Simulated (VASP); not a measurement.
Input for VASP

**POSCAR**
```
Pt3Ti
1
    4.0630494875     0.0000000000     0.0000000000
    0.0000000000     4.0630494875     0.0000000000
    0.0000000000     0.0000000000     4.0630494875
Ti Pt
1 3
Direct
  0.0000000000   0.0000000000   0.0000000000
  0.0000000000   0.5000000000   0.5000000000
  0.5000000000   0.0000000000   0.5000000000
  0.5000000000   0.5000000000   0.0000000000
```

File KPOINTS:
```
K-points
0
G
  9 9 9
```

### INCAR
```
SYSTEM = Pt3Ti
PREC = Accurate
ENCUT = 520
EDIFF = 1E-7
NELM = 100
ALGO = Normal
LREAL = .FALSE.
LASPH = .TRUE.
ISMEAR = -5
GGA = ML
ZAB_VDW = -1.8867
LUSE_VDW = .TRUE.
AGGAC = 0.0
LMAXMIX = 6
LWAVE = .FALSE.
LCHARG = .TRUE.
LORBIT = 11
NEDOS = 601
ISIF = 2
LEFG = .TRUE.
```

POTCAR, in this order: Ti_sv Pt (PBE.64 set). Program: vasp_std.

Write an equivalent input for Quantum ESPRESSO's pw.x.

One equivalent input (not run):
```
&CONTROL
  calculation = 'scf'
  pseudo_dir = './pseudo'
  outdir = './out'
  tprnfor = .true.
  tstress = .true.
/
&SYSTEM
  ibrav = 0
  nat = 4
  ntyp = 2
  ecutwfc = 84
  occupations = 'tetrahedra'
  input_dft = 'vdw-df2'
/
&ELECTRONS
  conv_thr = 7.3e-09
  electron_maxstep = 100
/
ATOMIC_SPECIES
  Ti 47.867 Ti.upf
  Pt 195.084 Pt.upf
CELL_PARAMETERS angstrom
     4.0630495    0.0000000    0.0000000
     0.0000000    4.0630495    0.0000000
     0.0000000    0.0000000    4.0630495
ATOMIC_POSITIONS crystal
  Ti   0.0000000  0.0000000  0.0000000
  Pt   0.0000000  0.5000000  0.5000000
  Pt   0.5000000  0.0000000  0.5000000
  Pt   0.5000000  0.5000000  0.0000000
K_POINTS automatic
  9 9 9 0 0 0
```
What does not carry over: the potentials are each code's own (VASP's PAW set, PseudoDojo norm-conserving files in pw.x), so ENCUT and ecutwfc are chosen apart and not converted; conv_thr bounds pw.x's estimated SCF error, while EDIFF bounds the energy change between steps; the field gradients of LEFG aren't asked of the other code.

The compound is Pt3Ti in the L1_2 structure. It was relaxed first, which changed the volume by +11 %.
